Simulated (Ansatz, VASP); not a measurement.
# WS2 (Tungstenite) in two plane-wave programs

Wanted: the spread between two codes on one cell, functional and k mesh. The cell is taken from a series of runs on this material, whose earlier steps may have relaxed, scaled, displaced or heated it; both programs get it as it stands.

Main program and level: Ansatz 0.2.0; plane waves, with VASP 6.6.1 beside it; relaxation of cell and atoms at PBE.

### 1. Set-up

The structure is hexagonal, space group P6_3/mmc (No. 194). Conventional cell: a = 3.188 Å, b = 3.188 Å, c = 14.857 Å, α = 90.00°, β = 90.00°, γ = 120.00°. Nearest to W lie 6 S at 2.42 Å. Nearest to S lie 3 W at 2.42 Å. Farther neighbours and most contacts between anions are not listed.

Structure file:

```cif
data_structure
_symmetry_space_group_name_H-M 'P6_3/mmc'
_symmetry_Int_Tables_number 194
_cell_length_a 3.1877
_cell_length_b 3.1877
_cell_length_c 14.8569
_cell_angle_alpha 90.000
_cell_angle_beta 90.000
_cell_angle_gamma 120.000
_cell_volume 130.74
loop_
_atom_site_label
_atom_site_type_symbol
_atom_site_symmetry_multiplicity
_atom_site_Wyckoff_symbol
_atom_site_fract_x
_atom_site_fract_y
_atom_site_fract_z
_atom_site_occupancy
W1 W 2 c 0.33333 0.66667 0.25000 1
S1 S 4 f 0.33333 0.66667 0.64425 1
```

### 2. Ansatz: relaxation of cell and atoms, PBE

Ansatz runs on its default PAW (the set named soft_2) files.

The relaxed volume is the usual yardstick between codes: in a stiff, nearly cubic crystal its relative difference is about their pressure difference at one cell divided by the bulk modulus.

The input, input.yaml:

```yaml
crystal:
  lattice:
    - [3.1876929207, 0.0, 0.0]
    - [-1.5938464603, 2.7606230488, 0.0]
    - [0.0, 0.0, 14.8569384015]
  atoms:
    - { symbol: W, position: [0.3333333333, 0.6666666667, 0.25] }
    - { symbol: W, position: [0.6666666667, 0.3333333333, 0.75] }
    - { symbol: S, position: [0.3333333333, 0.6666666667, 0.6442487999] }
    - { symbol: S, position: [0.6666666667, 0.3333333333, 0.1442487999] }
    - { symbol: S, position: [0.3333333333, 0.6666666667, 0.8557512001] }
    - { symbol: S, position: [0.6666666667, 0.3333333333, 0.3557512001] }
kpoints:
  mp_grid: { grid: [9, 9, 2] }
hamiltonian:
  xc: pbe
scf:
  occupations: { method: gaussian, width: 0.02 }
output:
  forces: true
  stress: true
  eigenvalues: true
relax:
  adjacent_minimum: "off"
  f_tol: 0.005
  max_steps: 80
  cell: { stress_tol: 0.05 }
```

Run with:

```sh
ansatz run input.yaml --threads 8 --pin off --max-ram 14336MiB --backend cpu --events-out ev --progress --plain --runs-dir out
```

Numbers of over 12 decimals in the logs are rounded to 6 here.

The program printed:

```text
Engine: ansatz 0.2.0, x86_64-unknown-linux-gnu
Pseudopotentials: kind: paw
Pseudopotential: W, paw, valence charge 14, recommended cutoff 420 eV (normal), W.paw.azcp
Pseudopotential: S, paw, valence charge 6, recommended cutoff 420 eV (normal), S.paw.azcp
Functional definition: PBE
  parameter kappa = 0.804
  parameter beta = 0.066725
  exchange = pbe_x(kappa = kappa, mu = beta*pi^2/3)
  correlation = pbe_c(beta = beta)
Crystal: 6 atoms, lattice volume = 130.741 Å³
Basis set: ecut = 420 eV, 2593 PW (Γ), exchange–correlation on 48×48×200 points (8 copies of the dense FFT grid, shifted against one another)
Bands: 32, of which v1, the nominal top of the filled ones, is band 26 counted from 1 (25 counted from 0)
Symmetry: 24 space group operations
Space group: P63/mmc (ITA 194), of the structure as read, at distance tolerance 5.1e-5 Å
k-points: 24 of 162
Non-local potential: W, projectors of the file, l = 0: 3, l = 1: 2, l = 2: 2, l = 3: 1
Non-local potential: S, projectors of the file, l = 0: 2, l = 1: 2, l = 2: 2
PAW form: soft (Blöchl's): semilocal exchange-correlation on the pseudo side does not see the compensation charge
PAW one-centre angular grid: W, 590 points (default); XC on 64 Gauss nodes
PAW one-centre angular grid: S, 110 points (default); XC on 64 Gauss nodes
Initial density: superposition of atomic densities (neutral atoms: chi_scale 0, normalization atom), corrected by the library's trained network
Initial wavefunctions: pseudopotential atomic-orbital guess
Functional: x = pbe(κ = 0.804, μ = 0.219515), c = pbe(β = 0.066725)
SCF iter   1: F=—  HF=-24382.877442 eV  |F-HF|=—  |Δ(HF+E_count)|=         —  Δρ=5.29e-3  dr2=5.16e-2  ethr=1.77e-3  ⟨swp⟩=7.5  Hψ=3734  notcnv=0
preconditioner: auto → Resta (q_TF=auto, 2.340 Å⁻¹)  ε∞=6.6  [insulator: Δε(μ)=1.575 eV  Ē_g=8.269 eV  σ=0.020 eV  W_gap=1.00  n_scr=28 (ndim 8)  ℏωp=19.5 eV  f_vac=0.186  D(μ)=0.00/eV (n_scr^D=0)  ε∞_Penn≈6.6]
SCF iter   2: F=—  HF=-24382.878359 eV  |F-HF|=—  |Δ(HF+E_count)|=   9.17e-4  Δρ=2.69e-3  dr2=4.87e-3  ethr=9.93e-5  ⟨swp⟩=2.3  Hψ=1260  notcnv=0  defer=40
SCF iter   3: F=—  HF=-24382.881461 eV  |F-HF|=—  |Δ(HF+E_count)|=   3.10e-3  Δρ=1.33e-3  dr2=1.61e-3  ethr=9.37e-6  ⟨swp⟩=2.1  Hψ=1163  notcnv=0  defer=40
SCF iter   4: F=—  HF=-24382.882699 eV  |F-HF|=—  |Δ(HF+E_count)|=   1.24e-3  Δρ=1.58e-4  dr2=7.12e-5  ethr=3.09e-6  ⟨swp⟩=2.0  Hψ=1135  notcnv=0  defer=40
SCF iter   5: F=—  HF=-24382.882629 eV  |F-HF|=—  |Δ(HF+E_count)|=   6.96e-5  Δρ=5.61e-5  dr2=1.34e-5  ethr=1.37e-7  ⟨swp⟩=2.0  Hψ=1151  notcnv=0  defer=40
SCF iter   6: F=—  HF=-24382.882632 eV  |F-HF|=—  |Δ(HF+E_count)|=   2.64e-6  Δρ=1.98e-5  dr2=9.50e-7  ethr=2.58e-8  ⟨swp⟩=2.0  Hψ=1054  notcnv=0  defer=40
SCF iter   7: F=-24382.882633 eV  HF=-24382.882633 eV  |F-HF|=3.83e-8  |Δ(HF+E_count)|=   1.08e-6  Δρ=4.55e-6  dr2=4.41e-8  ethr=1.92e-10  ⟨swp⟩=8.8  Hψ=3939  notcnv=0
SCF 1 converged in 7 iterations: F = -24382.882633 eV  dr2 = 4.41e-8
  greatest PAW one-centre occupation: 1.000 electrons in one spin orbital (limit 2), on the W atom at site 1 (counted from 0), in its partial waves of l = 0
relax step   1: F+E_penalty+E_count = -24382.88263267 eV  Δ(F+E_penalty+E_count) = +0.000e0 eV  max|allowed force component| = 5.778e-5 eV/Å  Δτ_max = 0.0000 Å  P = +0.003 GPa  Ω = 130.741 Å³  (7 SCF iters, dr2 threshold 1.00e-7 eV, accepted)
Initial density: handed on by an earlier stage of this run
Initial wavefunctions: pseudopotential atomic-orbital guess (no wavefunctions were taken with the density)
iter 1 solved again at ethr=4.56e-7 eV; its pass at ethr=3.10e-3 eV (dr2=2.37e-4 eV) is discarded
SCF iter   1: F=—  HF=-24382.882724 eV  |F-HF|=—  |Δ(HF+E_count)|=         —  Δρ=4.71e-6  dr2=5.08e-8  ethr=4.56e-7  ⟨swp⟩=4.0  Hψ=5891  notcnv=0
eigensolver tolerance schedule: the retry pair's looser diagonalisation over-reported the residual by 4664.68 of it (diagonalisation noise at 2.19 of the residual, at the tolerance the schedule requests for it); recorded, not acted on — ethr = c·dr2/N_el stays at c = 1.0e-1
preconditioner: auto → Resta (q_TF=auto, 2.340 Å⁻¹)  ε∞=6.5  [insulator: Δε(μ)=1.627 eV  Ē_g=8.300 eV  σ=0.020 eV  W_gap=1.00  n_scr=28 (ndim 8)  ℏωp=19.5 eV  f_vac=0.185  D(μ)=0.00/eV (n_scr^D=0)  ε∞_Penn≈6.5]
SCF iter   2: F=—  HF=-24382.882633 eV  |F-HF|=—  |Δ(HF+E_count)|=   9.13e-5  Δρ=2.85e-6  dr2=1.27e-8  ethr=9.77e-11  ⟨swp⟩=3.9  Hψ=1994  notcnv=0
SCF iter   3: F=—  HF=-24382.882633 eV  |F-HF|=—  |Δ(HF+E_count)|=   2.31e-8  Δρ=1.41e-6  dr2=5.24e-9  ethr=2.45e-11  ⟨swp⟩=2.0  Hψ=1116  notcnv=0
SCF iter   4: F=—  HF=-24382.882633 eV  |F-HF|=—  |Δ(HF+E_count)|=   7.40e-9  Δρ=4.77e-7  dr2=5.58e-10  ethr=1.01e-11  ⟨swp⟩=2.1  Hψ=1114  notcnv=0
SCF iter   5: F=-24382.882633 eV  HF=-24382.882633 eV  |F-HF|=0.00e0  |Δ(HF+E_count)|=   1.06e-9  Δρ=1.09e-7  dr2=5.93e-11  ethr=1.00e-12  ⟨swp⟩=4.2  Hψ=3525  notcnv=0
SCF 2 converged in 5 iterations: F = -24382.882633 eV  dr2 = 5.93e-11
relax step   2: F+E_penalty+E_count = -24382.88263269 eV  Δ(F+E_penalty+E_count) = -2.052e-8 eV  max|allowed force component| = 5.478e-5 eV/Å  Δτ_max = 0.0000 Å  P = +0.003 GPa  Ω = 130.741 Å³  stress off target by 5.05e-3 GPa  SCF on the basis re-selected at this cell (its energy is not comparable with the rows above)  (5 SCF iters)
basis re-selected at this cell: Δ(F+E_penalty+E_count) = -2.052e-8 eV, ΔP = -0.000 GPa vs the last step (what re-selecting the basis moved, of the pressure what is left beyond the Pulay correction that the steps carried, after the strain that the cell walked since its last selection, with what the two solves' SCF thresholds leave and, on support functions, any second-order correction that the steps lacked; it is no m [...]
SCF converged after 5 iterations
Free energy (F): -24382.882633 eV
Harris-Foulkes:  -24382.882633 eV  (|F-HF|=0.00e0)
Internal energy: -24382.882633 eV  (E = F + TS)
E sigma→0 (E₀):  -24382.882633 eV
Fermi energy:    8.967212 eV
--- Per-component energies (eV) ---
  E_band       = -532.769608
  E_kinetic    = 1329.991602
  E_local      = -5407.434790  (includes V_loc(G=0)·N_el)
  E_nonlocal   = 114.493539
  E_hartree    = 2264.431379
  E_xc         = -923.281630
  E_vxc        = -828.640984  (∫ρ·V_xc dr)
  E_paw        = -19526.113163  (= ΣΔE_a)
  E_vpaw       = -270.041065  (= ΣTr[D̂ρ^β])
  E_aug_tail   = -0.000120  (compensation charges beyond the density's cutoff)
  E_ewald      = -2234.969451
  E_smearing   = -0.000000  (= −TS)
  E_closure    = 0.000000  (closes the sum)
  Σ components = -24382.882633   (vs F -24382.882633, Δ=0.00e0)
--- Forces (eV/Å), atoms counted from 1 ---
  atom   1  W      0.00000000     0.00000000     0.00000000
  atom   2  W      0.00000000    -0.00000000     0.00000000
  atom   3  S     -0.00000000     0.00000000    -0.00005478
  atom   4  S      0.00000000    -0.00000000    -0.00005478
  atom   5  S     -0.00000000     0.00000000     0.00005478
  atom   6  S      0.00000000    -0.00000000     0.00005478
  max |Σ_I F_I| component: 2.31e-18 eV/Å
--- Stress (GPa, compression-positive) ---
        0.001262      -0.000000       0.000000
       -0.000000       0.001262       0.000000
        0.000000       0.000000       0.005052
  P = ⅓ Tr σ = 0.0025 GPa (0.025 kbar)
--- Band table (eV; the first three rows and the last of 24) ---
  k-point 0: bands = [... 22 lower, 6.3586, 6.3586, 7.7383, 8.1538, 10.8453, 10.8453, 10.8461, 10.8461, ... 2 higher]
  k-point 1: bands = [... 22 lower, 6.3575, 6.3575, 7.9745, 7.9745, 10.8456, 10.8456, 10.8456, 10.8456, ... 2 higher]
  k-point 2: bands = [... 22 lower, 6.4975, 6.7438, 7.6778, 7.9656, 10.4848, 10.6909, 10.6911, 10.7538, ... 2 higher]
  k-point 23: bands = [... 22 lower, 5.6097, 5.6097, 7.9721, 7.9721, 9.7812, 9.7812, 11.3057, 11.3057, ... 2 higher]
--- Relaxed structure (1 steps of the walk, 1 accepted, 1 SCFs on fresh bases) ---
  F+E_penalty+E_count = -24382.88263269 eV   max|allowed force component| = 5.478e-5 eV/Å   (the final SCF, on the basis selected at the relaxed cell)
  cell:  # Å, volume = 130.7413 Å³
    - [3.187693, -2.886748802294208e-11, 0.0]
    - [-1.593846, 2.760623, 0.0]
    - [0.0, 0.0, 14.8569384015]
  atoms:
    - { symbol: W, position: [0.333333, 0.666667, 0.250000] }
    - { symbol: W, position: [0.666667, 0.333333, 0.750000] }
    - { symbol: S, position: [0.333333, 0.666667, 0.644249] }
    - { symbol: S, position: [0.666667, 0.333333, 0.144249] }
    - { symbol: S, position: [0.333333, 0.666667, 0.855751] }
    - { symbol: S, position: [0.666667, 0.333333, 0.355751] }
```

### 3. VASP: relaxation of cell and atoms, PBE

The same cell, functional, mesh and smearing now go to VASP, with its own data sets.

Lines of VASP's logs that name or quote its potential files are left out, and so is its time.

The input, INCAR:

```
SYSTEM = WS2
PREC = Accurate
ENCUT = 600
EDIFF = 1E-07
NELM = 120
ISMEAR = 0
SIGMA = 0.02
LREAL = .FALSE.
ALGO = Normal
GGA = PE
NBANDS = 24
LASPH = .TRUE.
LORBIT = 11
LWAVE = .FALSE.
LCHARG = .FALSE.
ISIF = 3
IBRION = 2
NSW = 80
EDIFFG = -0.005
GGA_COMPAT = .FALSE.
NELMIN = 4
EFERMI = MIDGAP
KPAR = 2
```

The input, POSCAR:

```
WS2
1.0
    3.1876930000      0.0000000000      0.0000000000
   -1.5938460000      2.7606230000      0.0000000000
    0.0000000000      0.0000000000     14.8569380000
W S
2 4
Direct
    0.3333331684      0.6666665459      0.2500000337
    0.6666665179      0.3333334541      0.7500000337
    0.3333331684      0.6666665459      0.6442488351
    0.6666665179      0.3333334541      0.1442488351
    0.3333331684      0.6666665459      0.8557512322
    0.6666665179      0.3333334541      0.3557512322
```

The input, KPOINTS:

```
Automatic mesh
0
Gamma
9 9 2
0 0 0
```

PAW data sets: W and S (PBE family, release 64).

Run with:

```sh
mpirun -np 2 vasp_std
```

The program printed:

```text
[banner, memory and clock lines left out]
running    2 mpi-ranks, on    1 nodes
 distrk:  each k-point on    1 cores,    2 groups
 distr:  one band on    1 cores,    1 groups

 POSCAR found type information on POSCAR W S
 POSCAR found :  2 types and       6 ions
 LDA part: xc-table for (Slater+PW92), standard interpolation
 POSCAR, INCAR and KPOINTS ok, starting setup
 FFT: planning ... GRIDC
 FFT: planning ... GRID_SOFT
 FFT: planning ... GRID
 WAVECAR not read
 entering main loop
       N       E                     dE             d eps       ncg     rms          rms(c)
DAV:   1     0.224333945222E+03    0.22433E+03   -0.17116E+04  1152   0.146E+03
DAV:   2    -0.300454072168E+02   -0.25438E+03   -0.24523E+03  1576   0.295E+02
DAV:   3    -0.499183531880E+02   -0.19873E+02   -0.19727E+02  1560   0.788E+01
DAV:   4    -0.504194724966E+02   -0.50112E+00   -0.49994E+00  1632   0.137E+01
DAV:   5    -0.504317837369E+02   -0.12311E-01   -0.12306E-01  1560   0.196E+00    0.382E+01
DAV:   6    -0.478932316942E+02    0.25386E+01   -0.12298E+01  1704   0.172E+01    0.172E+01
DAV:   7    -0.475884029569E+02    0.30483E+00   -0.33100E+00  1560   0.105E+01    0.874E+00
DAV:   8    -0.474674428041E+02    0.12096E+00   -0.42134E-01  1608   0.406E+00    0.125E+00
DAV:   9    -0.474626441600E+02    0.47986E-02   -0.63763E-02  1632   0.134E+00    0.485E-01
DAV:  10    -0.474615768880E+02    0.10673E-02   -0.13225E-02  1608   0.663E-01    0.383E-01
DAV:  11    -0.474617609218E+02   -0.18403E-03   -0.19150E-03  1592   0.271E-01    0.111E-01
DAV:  12    -0.474617967192E+02   -0.35797E-04   -0.65532E-04  1584   0.160E-01    0.540E-02
DAV:  13    -0.474618121225E+02   -0.15403E-04   -0.49223E-05  1528   0.470E-02    0.208E-02
DAV:  14    -0.474618134517E+02   -0.13292E-05   -0.38733E-06  1448   0.126E-02    0.457E-03
DAV:  15    -0.474618136635E+02   -0.21175E-06   -0.68297E-07  1496   0.569E-03    0.414E-03
DAV:  16    -0.474618137692E+02   -0.10568E-06   -0.75751E-08   968   0.149E-03    0.252E-03
DAV:  17    -0.474618138745E+02   -0.10534E-06   -0.62782E-08   960   0.176E-03    0.377E-04
DAV:  18    -0.474618138819E+02   -0.73815E-08   -0.92340E-09   856   0.562E-04
   1 F= -.47461814E+02 E0= -.47461814E+02  d E =-.474618E+02
[...]
2 F= -.47458260E+02 E0= -.47458260E+02  d E =0.355377E-02
[...]
3 F= -.47462768E+02 E0= -.47462768E+02  d E =-.953893E-03
[...]
4 F= -.47462768E+02 E0= -.47462768E+02  d E =-.953858E-03
 curvature:  -0.16 expect dE=-0.252E-04 dE for cont linesearch -0.295E-07
 ZBRENT: accuracy reached
 trial: gam= 0.02135 g(F)=  0.411E-04 g(S)=  0.119E-03 ort = 0.334E-04 (trialstep = 0.862E+00)
 search vector abs. value=  0.164E-03
 bond charge predicted
       N       E                     dE             d eps       ncg     rms          rms(c)
DAV:   1    -0.474629719903E+02   -0.20422E-03   -0.64575E-03  1160   0.440E-01    0.666E-02
DAV:   2    -0.474628604973E+02    0.11149E-03   -0.44864E-04  1480   0.125E-01    0.455E-02
DAV:   3    -0.474628446747E+02    0.15823E-04   -0.63980E-05  1440   0.501E-02    0.175E-02
DAV:   4    -0.474628341666E+02    0.10508E-04   -0.22482E-05  1488   0.233E-02    0.106E-02
DAV:   5    -0.474628330192E+02    0.11473E-05   -0.26150E-06  1528   0.869E-03    0.771E-03
DAV:   6    -0.474628327108E+02    0.30839E-06   -0.16365E-06  1368   0.715E-03    0.209E-03
DAV:   7    -0.474628327121E+02   -0.12164E-08   -0.29450E-07  1168   0.279E-03
   5 F= -.47462833E+02 E0= -.47462833E+02  d E =-.649724E-04
 trial-energy change:   -0.000065  1 .order   -0.000065   -0.000139    0.000008
 step:   0.8150(harm=  0.8158)  dis= 0.00052  next Energy=   -47.462833 (dE=-0.652E-04)
 reached required accuracy - stopping structural energy minimisation
```

(Part 1 of 2 ends here.)

[Lines on the potential files, build, host, timing and source positions are cut from VASP's logs without a mark.]

[Logs are printed without paths, hosts, clocks, repeated set-up lines and the standing remarks that a program may print on its own settings, such as how far it seeks lower states.]

[Hosts, paths, dates, database ids (printed as entryN), source tags and the programs' standing remarks are cut or masked in the printed files.]
